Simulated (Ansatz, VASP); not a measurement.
# PtS2: VASP beside Ansatz, part 2 of 2

Aim: how closely do two programs agree when they are given the same cell, functional and k mesh? The cell is taken from a series of runs on this material, whose earlier steps may have relaxed, scaled, displaced or heated it; both programs get it as it stands.

VASP 6.6.1 and Ansatz 0.2.0.

So far: Set-up; Ansatz: zone-centre phonons, PBE with D3(BJ).

## Step 3: VASP: zone-centre phonons, PBE with D3(BJ)

Level of this step: PBE with D3(BJ); plane waves and PAW (S, Pt) (VASP).

The same cell, functional, mesh and smearing now go to VASP, with its own data sets.

Lines of VASP's logs that name or quote its potential files are left out, and so is its time.

Input file INCAR:

```
SYSTEM = PtS2
PREC = Accurate
ENCUT = 500
EDIFF = 1E-08
NELM = 120
ISMEAR = 0
SIGMA = 0.01
LREAL = .FALSE.
ALGO = Normal
GGA = PE
IVDW = 12
NBANDS = 17
LASPH = .TRUE.
LORBIT = 11
LWAVE = .FALSE.
LCHARG = .FALSE.
ISIF = 2
IBRION = 6
NFREE = 2
POTIM = 0.015
NSW = 1
GGA_COMPAT = .FALSE.
KPAR = 2
```

Input file POSCAR:

```
PtS2
1.0
    3.5678707065      0.0000000000      0.0000000000
   -1.7839353533      3.0898666693      0.0000000000
    0.0000000000      0.0000000000      4.4215440593
S Pt
2 1
Direct
    0.3333333333      0.6666666667      0.2712491583
    0.6666666667      0.3333333333      0.7287508417
    0.0000000000      0.0000000000      0.0000000000
```

Input file KPOINTS:

```
Automatic mesh
0
Gamma
12 12 8
0 0 0
```

PAW data sets: S and Pt (PBE family, release 64).

Command:

```
> mpirun -np 2 vasp_std
```

Numbers of over 12 decimals in the logs are rounded to 6 here.

The program printed:

```text
[banner, memory and clock lines left out]
running    2 mpi-ranks, on    1 nodes
 distrk:  each k-point on    1 cores,    2 groups
 distr:  one band on    1 cores,    1 groups

 POSCAR found type information on POSCAR S Pt
 POSCAR found :  2 types and       3 ions
 LDA part: xc-table for (Slater+PW92), standard interpolation
 POSCAR, INCAR and KPOINTS ok, starting setup
 FFT: planning ... GRIDC
 FFT: planning ... GRID_SOFT
 FFT: planning ... GRID
 WAVECAR not read
 entering main loop
       N       E                     dE             d eps       ncg     rms          rms(c)
DAV:   1     0.107281392308E+03    0.10728E+03   -0.10524E+04  4574   0.114E+03
DAV:   2    -0.118105308862E+02   -0.11909E+03   -0.11548E+03  5607   0.227E+02
DAV:   3    -0.163895224440E+02   -0.45790E+01   -0.45510E+01  5568   0.458E+01
DAV:   4    -0.164319724959E+02   -0.42450E-01   -0.42427E-01  6108   0.487E+00
DAV:   5    -0.164325351760E+02   -0.56268E-03   -0.56262E-03  5695   0.539E-01    0.189E+01
DAV:   6    -0.154525964903E+02    0.97994E+00   -0.68104E+00  4542   0.249E+01    0.131E+01
DAV:   7    -0.152134609475E+02    0.23914E+00   -0.12656E+00  4545   0.115E+01    0.612E+00
DAV:   8    -0.151967754393E+02    0.16686E-01   -0.63141E-02  5225   0.189E+00    0.136E+00
DAV:   9    -0.151937543003E+02    0.30211E-02   -0.90190E-03  5559   0.962E-01    0.199E-01
DAV:  10    -0.151938988144E+02   -0.14451E-03   -0.12311E-03  5468   0.238E-01    0.908E-02
DAV:  11    -0.151939347461E+02   -0.35932E-04   -0.39911E-05  5593   0.494E-02    0.412E-02
DAV:  12    -0.151939382125E+02   -0.34664E-05   -0.77969E-06  5328   0.248E-02    0.867E-03
DAV:  13    -0.151939392244E+02   -0.10119E-05   -0.73592E-07  5880   0.638E-03    0.390E-03
DAV:  14    -0.151939393962E+02   -0.17181E-06   -0.31782E-07  5215   0.357E-03    0.200E-03
DAV:  15    -0.151939393266E+02    0.69566E-07   -0.31136E-08  5698   0.132E-03    0.894E-04
DAV:  16    -0.151939392561E+02    0.70552E-07   -0.10550E-08  3410   0.590E-04    0.156E-04
DAV:  17    -0.151939392495E+02    0.65479E-08   -0.93036E-10  2463   0.217E-04
   1 F= -.16639979E+02 E0= -.16639969E+02  d E =-.201284E-04
[... from here on, the cycles between the ionic steps are left out ...]
   2 F= -.16638914E+02 E0= -.16638906E+02  d E =-.156934E-04
   3 F= -.16638914E+02 E0= -.16638906E+02  d E =-.156943E-04
   4 F= -.16637993E+02 E0= -.16637977E+02  d E =-.321934E-04
   5 F= -.16639306E+02 E0= -.16639296E+02  d E =-.184070E-04
   6 F= -.16638025E+02 E0= -.16638016E+02  d E =-.190856E-04
   7 F= -.16638025E+02 E0= -.16638016E+02  d E =-.190860E-04
   8 F= -.16637865E+02 E0= -.16637855E+02  d E =-.206788E-04
 Finite differences progress:
  Degree of freedom:   4/  4
  Displacement:        1/  2
  Total:               7/  8
 bond charge predicted
       N       E                     dE             d eps       ncg     rms          rms(c)
DAV:   1    -0.151861708631E+02    0.56563E-02   -0.48078E+00  4465   0.115E+01    0.568E-01
DAV:   2    -0.151926146313E+02   -0.64438E-02   -0.66574E-02  5353   0.185E+00    0.242E-01
DAV:   3    -0.151919933541E+02    0.62128E-03   -0.17450E-03  5639   0.275E-01    0.140E-01
DAV:   4    -0.151918214545E+02    0.17190E-03   -0.92199E-04  5156   0.165E-01    0.416E-02
DAV:   5    -0.151918297607E+02   -0.83062E-05   -0.36568E-05  5517   0.410E-02    0.154E-02
DAV:   6    -0.151918272294E+02    0.25313E-05   -0.98520E-06  5227   0.211E-02    0.650E-03
DAV:   7    -0.151918272208E+02    0.85968E-08   -0.31013E-06  5670   0.108E-02    0.362E-03
DAV:   8    -0.151918271782E+02    0.42528E-07   -0.51243E-07  4912   0.424E-03    0.685E-04
DAV:   9    -0.151918271782E+02    0.55707E-10   -0.17029E-08  4084   0.929E-04
   9 F= -.16637865E+02 E0= -.16637855E+02  d E =-.206798E-04
 Finite differences progress:
  Degree of freedom:   4/  4
  Displacement:        2/  2
  Total:               8/  8
```

OUTCAR, selected parts (step 3):

```text
ion  position               nearest neighbor table
   1  0.333  0.667  0.271-   3 2.38   3 2.38   3 2.38
   2  0.667  0.333  0.729-   3 2.38   3 2.38   3 2.38
   3  0.000  0.000  0.000-   1 2.38   2 2.38   2 2.38   1 2.38   2 2.38   1 2.38

  LATTYP: Found a hexagonal cell.
 ALAT       =     3.5678707065
 C/A-ratio  =     1.2392668970

 Subroutine GETGRP returns: Found 12 space group operations
 (whereof 12 operations were pure point group operations)

The static configuration has the point symmetry D_3d.

 Found    131 irreducible k-points:

   k-points           NKPTS =    131   k-points in BZ     NKDIM =    131   number of bands    NBANDS=     17

   dimension x,y,z NGX =    28 NGY =   28 NGZ =   32
   dimension x,y,z NGXF=    56 NGYF=   56 NGZF=   64

   ENCUT  =  500.0 eV  36.75 Ry    6.06 a.u.   6.51  6.51  8.06*2*pi/ulx,y,z

   NELECT =      22.0000    total number of electrons

 k-points in reciprocal lattice and weights: Automatic mesh
   0.00000000  0.00000000  0.00000000       0.001
   0.08333333  0.00000000  0.00000000       0.005
   0.16666667  0.00000000  0.00000000       0.005
   0.25000000  0.00000000  0.00000000       0.005
   0.33333333  0.00000000  0.00000000       0.005
   0.41666667  0.00000000  0.00000000       0.005
   0.50000000  0.00000000  0.00000000       0.003
   0.08333333  0.08333333  0.00000000       0.005
   0.16666667  0.08333333  0.00000000       0.010
[...]
0.33333333  0.25000000  0.50000000       0.010
   0.33333333  0.33333333  0.50000000       0.002

 Edisp (eV)   -1.44604

 average (electrostatic) potential at core
       1 -83.9723       2 -84.0119       3 -66.7437

 E-fermi :   8.8344

 k-point     1 :       0.0000    0.0000    0.0000
  band No.  band energies     occupation
    ...
      6       4.5342      2.00000
      7       4.5342      2.00000
      8       6.3157      2.00000
      9       7.2195      2.00000
     10       7.2195      2.00000
     11       9.1742      0.00000
     12       9.6735      0.00000
     13       9.6735      0.00000
     14      12.0473      0.00000
     15      14.0689      0.00000
    ...

 k-point     2 :       0.0833    0.0000    0.0000
  band No.  band energies     occupation
    ...
      7       4.4639      2.00000
      8       6.0595      2.00000
      9       7.0627      2.00000
     10       7.1335      2.00000
     11       8.5742      2.00000
     12       9.7730      0.00000
     13      10.1075      0.00000
     14      12.5302      0.00000
     15      14.4140      0.00000
     16      15.9387      0.00000
    ...

 k-point     3 :       0.1667    0.0000    0.0000
  band No.  band energies     occupation
    ...
      7       4.3009      2.00000
      8       5.4734      2.00000
      9       6.7981      2.00000
     10       6.8655      2.00000
     11       7.8604      2.00000
     12      10.0699      0.00000
     13      10.4330      0.00000
     14      13.5039      0.00000
     15      14.9317      0.00000
     16      16.0048      0.00000
    ...

 Edisp (eV)   -1.44604

  Total       0.92824     0.92824     1.00354    -0.00000     0.00000     0.00000
  in kB      30.51028    30.51028    32.98548    -0.00000     0.00000     0.00000
  external pressure =       31.34 kB  Pullay stress =        0.00 kB

  energy-cutoff  :      500.00
  volume of cell :       48.74
      direct lattice vectors                 reciprocal lattice vectors
     3.567870706  0.000000000  0.000000000     0.280279215  0.161819280  0.000000000
    -1.783935353  3.089866669  0.000000000     0.000000000  0.323638560  0.000000000
     0.000000000  0.000000000  4.421544059     0.000000000  0.000000000  0.226165336

 POSITION                                       TOTAL-FORCE (eV/Angst)
 -----------------------------------------------------------------------------------
     -0.00000      2.05991      1.19934        -0.000000     -0.000000     -0.182962
      1.78394      1.02996      3.22220         0.000000     -0.000000     -0.098921
      0.00000      0.00000     -0.01500         0.000000      0.000000      0.281883
 -----------------------------------------------------------------------------------
    total drift:                                0.000000     -0.000000      0.000057

  FREE ENERGIE OF THE ION-ELECTRON SYSTEM (eV)
  ---------------------------------------------------
  free  energy   TOTEN  =       -16.6378649906 eV

  energy  without entropy=      -16.6378443108  energy(sigma->0) =      -16.63785465

 Eigenvectors and eigenvalues of the dynamical matrix
 ----------------------------------------------------

   1 f  =   10.419558 THz    65.468015 2PiTHz  347.559052 cm-1    43.091811 meV
             X         Y         Z           dx          dy          dz
     -0.000000  2.059911  1.199340    -0.000000    0.000000    0.707107
      1.783935  1.029956  3.222204    -0.000000    0.000000   -0.707107
      0.000000  0.000000  0.000000     0.000000   -0.000000    0.000000

   2 f  =    9.753984 THz    61.286086 2PiTHz  325.357872 cm-1    40.339217 meV
             X         Y         Z           dx          dy          dz
     -0.000000  2.059911  1.199340    -0.000000   -0.000000    0.613406
      1.783935  1.029956  3.222204    -0.000000   -0.000000    0.613406
      0.000000  0.000000  0.000000    -0.000000    0.000000   -0.497459

   3 f  =    9.379950 THz    58.935965 2PiTHz  312.881458 cm-1    38.792339 meV
             X         Y         Z           dx          dy          dz
     -0.000000  2.059911  1.199340    -0.227362    0.569717   -0.000000
      1.783935  1.029956  3.222204    -0.227362    0.569717    0.000000
      0.000000  0.000000  0.000000     0.184382   -0.462018    0.000000

   4 f  =    9.379950 THz    58.935965 2PiTHz  312.881458 cm-1    38.792339 meV
             X         Y         Z           dx          dy          dz
     -0.000000  2.059911  1.199340     0.569717    0.227362    0.000000
      1.783935  1.029956  3.222204     0.569717    0.227362   -0.000000
      0.000000  0.000000  0.000000    -0.462018   -0.184382    0.000000

   5 f  =    8.863187 THz    55.689047 2PiTHz  295.644099 cm-1    36.655180 meV
             X         Y         Z           dx          dy          dz
     -0.000000  2.059911  1.199340    -0.262092    0.656740   -0.000000
      1.783935  1.029956  3.222204     0.262092   -0.656740    0.000000
      0.000000  0.000000  0.000000     0.000000    0.000000    0.000000

   6 f  =    8.863187 THz    55.689047 2PiTHz  295.644099 cm-1    36.655180 meV
             X         Y         Z           dx          dy          dz
     -0.000000  2.059911  1.199340    -0.656740   -0.262092    0.000000
      1.783935  1.029956  3.222204     0.656740    0.262092   -0.000000
      0.000000  0.000000  0.000000    -0.000000    0.000000    0.000000

   7 f/i=    0.000501 THz     0.003149 2PiTHz    0.016718 cm-1     0.002073 meV
             X         Y         Z           dx          dy          dz
     -0.000000  2.059911  1.199340    -0.264214    0.232206    0.000000
      1.783935  1.029956  3.222204    -0.264214    0.232206    0.000000
      0.000000  0.000000  0.000000    -0.651609    0.572668    0.000000

   8 f/i=    0.000501 THz     0.003149 2PiTHz    0.016718 cm-1     0.002073 meV
             X         Y         Z           dx          dy          dz
     -0.000000  2.059911  1.199340     0.232206    0.264214    0.000000
      1.783935  1.029956  3.222204     0.232206    0.264214    0.000000
      0.000000  0.000000  0.000000     0.572668    0.651609    0.000000

   9 f/i=    0.000607 THz     0.003812 2PiTHz    0.020238 cm-1     0.002509 meV
             X         Y         Z           dx          dy          dz
     -0.000000  2.059911  1.199340     0.000000    0.000000   -0.351756
      1.783935  1.029956  3.222204     0.000000    0.000000   -0.351756
      0.000000  0.000000  0.000000     0.000000    0.000000   -0.867488

 ELASTIC MODULI CONTR FROM IONIC RELAXATION (kBar)
 Direction    XX          YY          ZZ          XY          YZ          ZX
 --------------------------------------------------------------------------------
 XX        -673.0243   -417.5795   -607.6381      0.0000    256.1633     -0.0000
 YY        -417.5795   -673.0243   -607.6381      0.0000   -256.1633      0.0000
 ZZ        -607.6381   -607.6381   -677.1001      0.0000      0.0000      0.0000
 XY           0.0000      0.0000      0.0000   -127.7224      0.0000    256.1641
 YZ         256.1633   -256.1633      0.0000      0.0000   -513.7677      0.0000
 ZX          -0.0000      0.0000      0.0000    256.1641      0.0000   -513.7710
 --------------------------------------------------------------------------------

 total charge
# of ion       s       p       d       tot
------------------------------------------
    1        1.369   2.262   0.000   3.632
    2        1.369   2.262   0.000   3.632
    3        0.704   0.789   8.007   9.501
--------------------------------------------------
tot          3.443   5.314   8.007  16.764

[... 3 further parts left out ...]
```

CONTCAR:

```
PtS2
   1.00000000000000
     3.5678707064999999    0.0000000000000000    0.0000000000000000
    -1.7839353533000000    3.0898666693000001    0.0000000000000000
     0.0000000000000000    0.0000000000000000    4.4215440593000004
  S               Pt
     2     1
Direct
     0.3333333332999970    0.6666666667000030    0.2712491583000016
     0.6666666667000030    0.3333333332999970    0.7287508416999984
     0.0000000000000000    0.0000000000000000   -0.0033924800474282
```

The last energy, forces, stress and levels in OUTCAR belong to the last displaced cell, not to the cell of POSCAR.

Levels, forces or a CONTCAR printed for this step are those of its last displaced cell, not of the structure at rest.

## Step 4: Differences

Known differences besides the potentials themselves: the data sets hold 30 valence electrons in Ansatz (on its PAW soft_1 files) and 22 in VASP; the cutoff is 420 eV in Ansatz and 500 eV in VASP; Ansatz takes the dispersion share of the force constants at frozen C6 weights, VASP differentiates the full forces; VASP uses finite displacements, Ansatz perturbation theory. Total energies have different zeros and are not compared.

The two programs side by side:

```csv
quantity,Ansatz,VASP,difference
optical mode 1 to 2 (cm⁻¹),293.4,295.6,-0.75 %
optical mode 3 to 4 (cm⁻¹),313.7,312.9,+0.26 %
optical mode 5 (cm⁻¹),325.1,325.4,-0.06 %
optical mode 6 (cm⁻¹),346.9,347.6,-0.20 %
```

Modes are paired by rising frequency, not by their patterns, so a pair may set unlike modes beside each other; they are those without the splitting of longitudinal modes.

## Step 5: Summary of results

| Property | Result |
| --- | --- |
| r.m.s. difference of the optical zone-centre modes, each program's sorted by frequency (zone-centre phonons, PBE with D3(BJ)) | 1.4 cm⁻¹ |
| difference in optical mode 1 to 2 (zone-centre phonons, PBE with D3(BJ)) | -0.8 % |

What this shows: The r.m.s. difference of the optical zone-centre modes, each program's sorted by frequency is 1.4 cm⁻¹ (zone-centre phonons, PBE with D3(BJ)). The data sets hold unlike numbers of valence electrons (30 in Ansatz and 22 in VASP), so part of the differences may come from the potentials. Among the rows given in per cent, the largest difference of the zone-centre phonons, PBE with D3(BJ) pair is in optical mode 1 to 2, -0.8 %. Such differences can come from data sets, numerical settings and the points named under the comparisons, not from the functional's error against experiment.

[Lines on the potential files, build, host, timing and source positions are cut from VASP's logs without a mark.]

[Logs are printed without paths, hosts, clocks, repeated set-up lines and the standing remarks that a program may print on its own settings, such as how far it seeks lower states.]

[Hosts, paths, dates, database ids (printed as entryN), source tags and the programs' standing remarks are cut or masked in the printed files.]
